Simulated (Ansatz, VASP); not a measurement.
## Cross-check of Mg between VASP and Ansatz

Wanted: the spread between two codes on one cell, functional and k mesh. The cell is taken from a series of runs on this material, whose earlier steps may have relaxed, scaled, displaced or heated it; both programs get it as it stands.

Main program and level: Ansatz 0.2.0; plane waves, with VASP 6.6.1 beside it; relaxation of cell and atoms at PBEsol.

This is not the structure that Mg takes at ambient pressure and room temperature (hexagonal, No. 194); it is a model or a phase of other conditions.

## Step 1: The structure

Symmetry: Im-3m, No. 229, cubic system. Conventional cell: a = 3.557 Å, b = 3.557 Å, c = 3.557 Å, α = 90.00°, β = 90.00°, γ = 90.00°. Nearest to Mg lie 8 Mg at 3.08 Å.

## Step 2: VASP: relaxation of cell and atoms, PBEsol

The relaxed volume is the usual yardstick between codes: in a stiff, nearly cubic crystal its relative difference is about their pressure difference at one cell divided by the bulk modulus.

Lines of VASP's logs that name or quote its potential files are left out, and so is its time.

File INCAR:

```
SYSTEM = Mg
PREC = Accurate
ENCUT = 600
EDIFF = 1E-07
NELM = 120
ISMEAR = 1
SIGMA = 0.15
LREAL = .FALSE.
ALGO = Normal
GGA = PS
NBANDS = 7
LORBIT = 11
LWAVE = .FALSE.
LCHARG = .FALSE.
ISIF = 3
IBRION = 2
NSW = 80
EDIFFG = -0.005
LASPH = .TRUE.
GGA_COMPAT = .FALSE.
NELMIN = 4
```

File POSCAR:

```
Mg
1.0
   -1.7783510000      1.7783510000      1.7783510000
    1.7783510000     -1.7783510000      1.7783510000
    1.7783510000      1.7783510000     -1.7783510000
Mg
1
Direct
    0.0000000000      0.0000000000      0.0000000000
```

File KPOINTS:

```
Automatic mesh
0
Gamma
16 16 16
0 0 0
```

PAW data sets: Mg (PBE family, release 64).

On the command line:

```sh
mpirun -np 1 vasp_std
```

Numbers of over 12 decimals in the logs are rounded to 6 here.

The program printed:

```text
[banner, memory and clock lines left out]
running    1 mpi-ranks, on    1 nodes
 distrk:  each k-point on    1 cores,    1 groups
 distr:  one band on    1 cores,    1 groups

 POSCAR found type information on POSCAR Mg
 POSCAR found :  1 types and       1 ions
|                                                                             |
|               ----> ADVICE to this user running VASP <----                  |
|                                                                             |
|     You enforced a specific xc type in the INCAR file but a different       |
|     [... a line on the potential file left out ...]
|     I HOPE YOU KNOW WHAT YOU ARE DOING!                                     |
|                                                                             |

 LDA part: xc-table for (Slater+PW92), standard interpolation
 POSCAR, INCAR and KPOINTS ok, starting setup
 FFT: planning ... GRIDC
 FFT: planning ... GRID_SOFT
 FFT: planning ... GRID
 WAVECAR not read
 entering main loop
       N       E                     dE             d eps       ncg     rms          rms(c)
DAV:   1    -0.887459567017E+00   -0.88746E+00   -0.84448E+02  2156   0.220E+02
DAV:   2    -0.170344330128E+01   -0.81598E+00   -0.77926E+00  2604   0.121E+01
DAV:   3    -0.170655358815E+01   -0.31103E-02   -0.31082E-02  2646   0.890E-01
DAV:   4    -0.170655819121E+01   -0.46031E-05   -0.46031E-05  2919   0.270E-02
DAV:   5    -0.170655820355E+01   -0.12345E-07   -0.12259E-07  2632   0.998E-04    0.680E-01
DAV:   6    -0.170038520529E+01    0.61730E-02   -0.34399E-04  2380   0.106E-01    0.433E-01
DAV:   7    -0.169496579667E+01    0.54194E-02   -0.14990E-03  2163   0.197E-01    0.228E-02
DAV:   8    -0.169497041766E+01   -0.46210E-05   -0.11826E-05  3101   0.206E-02    0.533E-03
DAV:   9    -0.169497048643E+01   -0.68776E-07   -0.54243E-07  2240   0.281E-03
   1 F= -.16949705E+01 E0= -.16949777E+01  d E =-.169497E+01
 curvature:   0.00 expect dE= 0.000E+00 dE for cont linesearch  0.000E+00
 trial: gam= 0.00000 g(F)=  0.916E-66 g(S)=  0.921E-05 ort = 0.000E+00 (trialstep = 0.100E+01)
 search vector abs. value=  0.921E-05
 bond charge predicted
       N       E                     dE             d eps       ncg     rms          rms(c)
DAV:   1    -0.169497630896E+01   -0.58913E-05   -0.24181E-05  2331   0.192E-02    0.160E-03
DAV:   2    -0.169497629799E+01    0.10970E-07   -0.11777E-07  2261   0.261E-03    0.102E-03
DAV:   3    -0.169497632023E+01   -0.22243E-07   -0.35525E-09  1526   0.362E-04    0.464E-05
DAV:   4    -0.169497631792E+01    0.23116E-08   -0.12211E-10  1169   0.771E-05
   2 F= -.16949763E+01 E0= -.16949843E+01  d E =-.583149E-05
 trial-energy change:   -0.000006  1 .order   -0.000006   -0.000009   -0.000002
 step:   1.3473(harm=  1.3473)  dis= 0.00000  next Energy=    -1.694977 (dE=-0.620E-05)
 reached required accuracy - stopping structural energy minimisation
```

From OUTCAR (step 2):

```text
ion  position               nearest neighbor table
   1  0.000  0.000  0.000-

  LATTYP: Found a body centered cubic cell.
 ALAT       =     3.5567020000

 Subroutine GETGRP returns: Found 48 space group operations
 (whereof 48 operations were pure point group operations)

The static configuration has the point symmetry O_h .

 Found    145 irreducible k-points:

   k-points           NKPTS =    145   k-points in BZ     NKDIM =    145   number of bands    NBANDS=      7

   dimension x,y,z NGX =    28 NGY =   28 NGZ =   28
   dimension x,y,z NGXF=    56 NGYF=   56 NGZF=   56

   ENCUT  =  600.0 eV  44.10 Ry    6.64 a.u.   6.15  6.15  6.15*2*pi/ulx,y,z

   NELECT =       2.0000    total number of electrons

 k-points in reciprocal lattice and weights: Automatic mesh
   0.00000000  0.00000000  0.00000000       0.000
   0.06250000  0.00000000  0.00000000       0.003
   0.12500000  0.00000000  0.00000000       0.003
   0.18750000  0.00000000  0.00000000       0.003
   0.25000000  0.00000000  0.00000000       0.003
   0.31250000  0.00000000  0.00000000       0.003
   0.37500000  0.00000000  0.00000000       0.003
   0.43750000  0.00000000  0.00000000       0.003
   0.50000000  0.00000000  0.00000000       0.001
[...]
0.50000000  0.50000000  0.43750000       0.003
   0.50000000  0.50000000  0.50000000       0.000

 average (electrostatic) potential at core
       1 -38.8123

 E-fermi :   2.7392

 k-point     1 :       0.0000    0.0000    0.0000
  band No.  band energies     occupation
      1      -4.3143      2.00000
      2      15.8613      0.00000
      3      15.8613      0.00000
      4      15.8613      0.00000
      5      17.9084      0.00000
      6      17.9084      0.00000
    ...

 k-point     2 :       0.0625    0.0000    0.0000
  band No.  band energies     occupation
      1      -4.2210      2.00000
      2      14.7666      0.00000
      3      15.3852      0.00000
      4      15.4225      0.00000
      5      16.9740      0.00000
      6      17.1486      0.00000
    ...

 k-point     3 :       0.1250    0.0000    0.0000
  band No.  band energies     occupation
      1      -3.9417      2.00000
      2      12.6577      0.00000
      3      14.4854      0.00000
      4      14.6552      0.00000
      5      15.9551      0.00000
      6      16.6420      0.00000
    ...

  Total       -0.0020558     -0.0020558     -0.0020558     -0.0000000      0.0000000     -0.0000000
  in kB       -0.1465848     -0.1465848     -0.1465848     -0.0000000      0.0000000     -0.0000000
  external PRESSURE =      -0.1465848 kB  Pullay stress =       0.0000000 kB

  energy-cutoff  :      600.00
  volume of cell :       22.47
      direct lattice vectors                 reciprocal lattice vectors
    -1.777666774  1.777666774  1.777666774     0.000000000  0.281267562  0.281267562
     1.777666774 -1.777666774  1.777666774     0.281267562  0.000000000  0.281267562
     1.777666774  1.777666774 -1.777666774     0.281267562  0.281267562  0.000000000

 POSITION                                       TOTAL-FORCE (eV/Angst)
 -----------------------------------------------------------------------------------
      1.77767      1.77767     -1.77767         0.000000      0.000000     -0.000000
 -----------------------------------------------------------------------------------
    total drift:                               -0.000000     -0.000000      0.000000

  FREE ENERGIE OF THE ION-ELECTRON SYSTEM (eV)
  ---------------------------------------------------
  free  energy   TOTEN  =        -1.6949763179 eV

  energy  without entropy=       -1.6950002782  energy(sigma->0) =       -1.69498430

 reached required accuracy - stopping structural energy minimisation

 total charge
# of ion       s       p       d       tot
------------------------------------------
    1        0.211   0.127   0.013   0.351

[... 3 further parts left out ...]
```

## Step 3: Ansatz: relaxation of cell and atoms, PBEsol

Ansatz runs on its default PAW (the set named soft_2) files.

The same cell, functional, mesh and smearing now go to Ansatz, which takes its cutoff from its data sets.

File input.yaml:

```yaml
crystal:
  lattice:
    - [-1.778350961, 1.778350961, 1.778350961]
    - [1.778350961, -1.778350961, 1.778350961]
    - [1.778350961, 1.778350961, -1.778350961]
  atoms:
    - { symbol: Mg, position: [0.0, 0.0, 0.0] }
kpoints:
  mp_grid: { grid: [16, 16, 16] }
hamiltonian:
  xc: pbesol
scf:
  occupations: { method: methfessel_paxton, width: 0.15 }
output:
  forces: true
  stress: true
  eigenvalues: true
relax:
  adjacent_minimum: "off"
  f_tol: 0.001
  max_steps: 60
  cell: { stress_tol: 0.01 }
```

On the command line:

```sh
ansatz run input.yaml --threads 4 --pin off --max-ram 7168MiB --backend cpu --events-out ev --progress --plain --runs-dir out
```

The program printed:

```text
Engine: ansatz 0.2.0, x86_64-unknown-linux-gnu
Pseudopotentials: kind: paw
Pseudopotential: Mg, paw, valence charge 10, recommended cutoff 420 eV (normal), Mg.paw.azcp
Functional definition: PBEsol
  exchange = pbesol_x
  correlation = pbesol_c
Crystal: 1 atoms, lattice volume = 22.496 Å³
Basis set: ecut = 420 eV, 429 PW (Γ), exchange–correlation on 48×48×48 points (8 copies of the dense FFT grid, shifted against one another)
Bands: 9, of which v1, the nominal top of the filled ones, is band 5 counted from 1 (4 counted from 0)
Symmetry: 48 space group operations
Space group: Im-3m (ITA 229), of the structure as read, at distance tolerance 2.8e-5 Å
k-points: 145 of 4096
Non-local potential: Mg, projectors of the file, l = 0: 3, l = 1: 2, l = 2: 1
PAW form: soft (Blöchl's): semilocal exchange-correlation on the pseudo side does not see the compensation charge
PAW frozen core: Mg, regenerated for the run's functional, and the local potential with it (the file was generated under x = pbe(κ = 0.804, μ = 0.219515), c = pbe(β = 0.066725))
PAW one-centre angular grid: Mg, 110 points (default); XC on 64 Gauss nodes
Initial density: superposition of atomic densities (neutral atoms: chi_scale 0, normalization atom), corrected by the library's trained network
Initial wavefunctions: pseudopotential atomic-orbital guess
Functional: x = pbesol(κ = 0.804, μ = 0.123457), c = pbesol(β = 0.046)
SCF iter   1: F=—  HF=-1912.022779 eV  |F-HF|=—  |Δ(HF+E_count)|=         —  Δρ=1.92e-3  dr2=3.06e-4  ethr=1.77e-3  ⟨swp⟩=5.2  Hψ=9003  notcnv=0
preconditioner: auto → none  [metal: Δε(μ)=0.045 eV  Ē_g=10.145 eV  σ=0.150 eV  W_gap=0.25  n_scr=0 (ndim 8)  ℏωp=11.1 eV  f_vac=0.000  D(μ)=0.47/eV (n_scr^D=0)]
SCF iter   2: F=—  HF=-1912.022320 eV  |F-HF|=—  |Δ(HF+E_count)|=   4.59e-4  S|Δr|=    0.00e0  Δρ=5.30e-4  dr2=2.37e-5  ethr=3.06e-6  ⟨swp⟩=2.4  Hψ=3169  notcnv=0
SCF iter   3: F=—  HF=-1912.022296 eV  |F-HF|=—  |Δ(HF+E_count)|=   2.34e-5  S|Δr|=    0.00e0  Δρ=8.04e-5  dr2=7.83e-7  ethr=2.37e-7  ⟨swp⟩=2.0  Hψ=2018  notcnv=0  defer=1
SCF iter   4: F=-1912.022297 eV  HF=-1912.022297 eV  |F-HF|=8.39e-8  |Δ(HF+E_count)|=   5.17e-7  S|Δr|=    0.00e0  Δρ=2.16e-5  dr2=3.31e-8  ethr=1.00e-9  ⟨swp⟩=5.8  Hψ=6592  notcnv=0
SCF 1 converged in 4 iterations: F = -1912.022297 eV  dr2 = 3.31e-8
  greatest PAW one-centre occupation: 1.000 electrons in one spin orbital (limit 2), on the Mg atom at site 0 (counted from 0), in its partial waves of l = 0
relax step   1: F+E_penalty+E_count = -1912.02229686 eV  Δ(F+E_penalty+E_count) = +0.000e0 eV  max|allowed force component| = 0.000e0 eV/Å  Δτ_max = 0.0000 Å  P = -0.003 GPa  Ω = 22.496 Å³  (4 SCF iters, dr2 threshold 1.00e-7 eV, accepted)
Initial density: handed on by an earlier stage of this run
Initial wavefunctions: pseudopotential atomic-orbital guess (no wavefunctions were taken with the density)
iter 1 solved again at ethr=3.83e-9 eV; its pass at ethr=3.10e-3 eV (dr2=3.83e-7 eV) is discarded
SCF iter   1: F=—  HF=-1912.022298 eV  |F-HF|=—  |Δ(HF+E_count)|=         —  Δρ=2.15e-5  dr2=3.27e-8  ethr=3.83e-9  ⟨swp⟩=3.6  Hψ=13256  notcnv=0
preconditioner: auto → none  [metal: Δε(μ)=0.044 eV  Ē_g=10.144 eV  σ=0.150 eV  W_gap=0.24  n_scr=0 (ndim 8)  ℏωp=11.1 eV  f_vac=0.000  D(μ)=0.47/eV (n_scr^D=0)]
SCF iter   2: F=—  HF=-1912.022297 eV  |F-HF|=—  |Δ(HF+E_count)|=   1.55e-6  S|Δr|=    0.00e0  Δρ=5.08e-6  dr2=1.90e-9  ethr=3.27e-10  ⟨swp⟩=2.0  Hψ=2024  notcnv=0
SCF iter   3: F=—  HF=-1912.022297 eV  |F-HF|=—  |Δ(HF+E_count)|=   2.52e-9  S|Δr|=    0.00e0  Δρ=6.12e-7  dr2=8.75e-11  ethr=1.90e-11  ⟨swp⟩=2.0  Hψ=2023  notcnv=0
SCF iter   4: F=-1912.022297 eV  HF=-1912.022297 eV  |F-HF|=2.27e-13  |Δ(HF+E_count)|=  7.50e-12  S|Δr|=    0.00e0  Δρ=2.28e-8  dr2=4.81e-14  ethr=1.00e-12  ⟨swp⟩=3.9  Hψ=4788  notcnv=0
SCF 2 converged in 4 iterations: F = -1912.022297 eV  dr2 = 4.81e-14
relax step   2: F+E_penalty+E_count = -1912.02229689 eV  Δ(F+E_penalty+E_count) = -3.079e-8 eV  max|allowed force component| = 0.000e0 eV/Å  Δτ_max = 0.0000 Å  P = -0.004 GPa  Ω = 22.496 Å³  stress off target by 3.57e-3 GPa  SCF on the basis re-selected at this cell (its energy is not comparable with the rows above)  (4 SCF iters)
basis re-selected at this cell: Δ(F+E_penalty+E_count) = -3.079e-8 eV, ΔP = -0.000 GPa vs the last step (what re-selecting the basis moved, of the pressure what is left beyond the Pulay correction that the steps carried, after the strain that the cell walked since its last selection, with what the two solves' SCF thresholds leave and, on support functions, any second-order correction that the steps lacked; it is no measure of the basis error at this ecutwfc). This SCF's stress stands 3.57e-3 GPa from its target on what of the cell is left free (relax.cell.stress_tol is 1.00e-2 GPa) and its largest allowed force component is 0.00e0 eV/Å (relax.f_tol is 1.00e-3 eV/Å): [rest of the remark cut]
SCF converged after 4 iterations
Stability not checked: this state was not tested for a lower state beside it, because cold or Methfessel-Paxton smearing, or corrected tetrahedra, fill the levels in a way that the test cannot read (fill_not_monotonic; see scf.lower_state_search)
Free energy (F): -1912.022297 eV
Harris-Foulkes:  -1912.022297 eV  (|F-HF|=2.27e-13)
Internal energy: -1912.022312 eV  (E = F + TS)
E sigma→0 (E₀):  -1912.022301 eV
Entropy (-TS):   0.000016 eV (0.016 meV/atom)
Fermi energy:    5.809217 eV
--- Per-component energies (eV) ---
  E_band       = -354.615187
  E_kinetic    = 74.963009
  E_local      = -1612.047596  (includes V_loc(G=0)·N_el)
  E_nonlocal   = 96.398256
  E_hartree    = 574.765474
  E_xc         = -28.174932
  E_vxc        = -36.529071  (∫ρ·V_xc dr)
  E_paw        = -281.296275  (= ΣΔE_a)
  E_vpaw       = -26.930739  (= ΣTr[D̂ρ^β])
  E_aug_tail   = -0.000002  (compensation charges beyond the density's cutoff)
  E_ewald      = -736.689110
  E_core_change = 0.058862  (= ΣΔE_core)
  E_smearing   = 0.000016  (= −TS)
  E_closure    = -0.000000  (closes the sum)
  Σ components = -1912.022297   (vs F -1912.022297, Δ=0.00e0)
--- Forces (eV/Å), atoms counted from 1 ---
  atom   1  Mg     0.00000000    -0.00000000     0.00000000
  max |Σ_I F_I| component: 1.68e-31 eV/Å
--- Stress (GPa, compression-positive) ---
       -0.003571      -0.000000      -0.000000
       -0.000000      -0.003571       0.000000
       -0.000000      -0.000000      -0.003571
  P = ⅓ Tr σ = -0.0036 GPa (-0.036 kbar)
--- Band table (eV; the first three rows and the last of 145) ---
  k-point 0: bands = ["-69.8770", "-36.8000", "-36.8000", "-36.8000", "-1.2394", "18.9424", "18.9424", "18.9424", "20.9828"]
  k-point 1: bands = ["-69.8768", "-36.8014", "-36.8005", "-36.8000", "-1.1459", "17.8386", "18.4622", "18.4984", "20.0375"]
  k-point 2: bands = ["-69.8764", "-36.8053", "-36.8019", "-36.8000", "-0.8660", "15.7246", "17.5595", "17.7256", "19.0150"]
  k-point 144: bands = ["-69.8705", "-36.8271", "-36.8271", "-36.8271", "9.6943", "9.6943", "9.6943", "9.8053", "9.8053"]
--- Relaxed structure (1 steps of the walk, 1 accepted, 1 SCFs on fresh bases) ---
  F+E_penalty+E_count = -1912.02229689 eV   max|allowed force component| = 0.000e0 eV/Å   (the final SCF, on the basis selected at the relaxed cell)
  cell:  # Å, volume = 22.4964 Å³
    - [-1.778350961, 1.778350961, 1.778350961]
    - [1.778350961, -1.778350961, 1.778350961]
    - [1.778350961, 1.778350961, -1.778350961]
  atoms:
    - { symbol: Mg, position: [0.0, 0.0, 0.0] }
```

Reading the cycles: dr2 is the Hartree energy of the density residual (eV), the measure of convergence; HF is the Harris–Foulkes estimate of the energy, which meets the free energy F at convergence.

## Step 4: Comparison

Known differences besides the potentials themselves: the data sets hold 10 valence electrons in Ansatz (on its default PAW (the set named soft_2) files) and 2 in VASP; the cutoff is 420 eV in Ansatz and 600 eV in VASP; Ansatz makes its cores anew for this functional, VASP keeps those of its PBE data sets; Ansatz adds a Pulay correction to the stress that steers its cell, VASP none. Total energies have different zeros and are not compared.

Both answers:

```
                                         quantity  Ansatz   VASP  difference
                                      volume (Å³)   22.50  22.47     +0.12 %
edge a after relaxation, in the typed setting (Å)   3.080  3.079     +0.04 %
```

## Step 5: What came out

```yaml
difference_in_volume_relaxation_of_cell_and_atoms_pbesol: 0.12 %
```

**Reading.** The difference in volume is 0.12 % (relaxation of cell and atoms, PBEsol), within the 1.2 % picked in this series as the mark of a large difference, as far as the stopping tolerances let one tell. The data sets hold unlike numbers of valence electrons (10 in Ansatz and 2 in VASP), so part of the differences comes from the potentials. Such differences can come from data sets, numerical settings and the points named under the comparisons, not from the functional's error against experiment.

[Lines on the potential files, build, host, timing and source positions are cut from VASP's logs without a mark.]

[Logs are printed without paths, hosts, clocks, repeated set-up lines and the standing remarks that a program may print on its own settings, such as how far it seeks lower states.]

[Hosts, paths, dates, database ids (printed as entryN), source tags and the programs' standing remarks are cut or masked in the printed files.]
